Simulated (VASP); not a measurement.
Data:

```
BeZn3Se4
1.0
    5.59677     0.00000     0.00000
    0.00000     5.59677     0.00000
    0.00000     0.00000     5.59677
Zn Se Be
3 4 1
Direct
  0.00000   0.00000   0.00000
  0.50000   0.50000   0.00000
  0.50000   0.00000   0.50000
  0.23529   0.26471   0.26471
  0.76471   0.73529   0.26471
  0.76471   0.26471   0.73529
  0.23529   0.73529   0.73529
  0.00000   0.50000   0.50000
```

The numbers are results of PBE GGA, VASP's PBE PAW potentials (set 64) (plane waves; VASP), not measurements. Run with 400 eV cut-off, 4×4×4 Γ-centred mesh, Gaussian smearing of 0.050 eV, potentials Zn Se Be.

Q: Estimate the energy per atom (σ→0), band gap (on the k-mesh) with the smallest direct gap where there is one.

A: 
```json
{
 "band gap (on the k-mesh)": "1.75 eV",
 "smallest direct gap (on the k-mesh)": "1.75 eV",
 "energy per atom (σ→0)": "-3.350 eV/atom"
}
```

Only differences to runs with the same potentials and settings are physical.

The structure was generated: BeZn3Se4 was put into an ordered model structure (P-43m), which need not be its known phase. It was relaxed first.
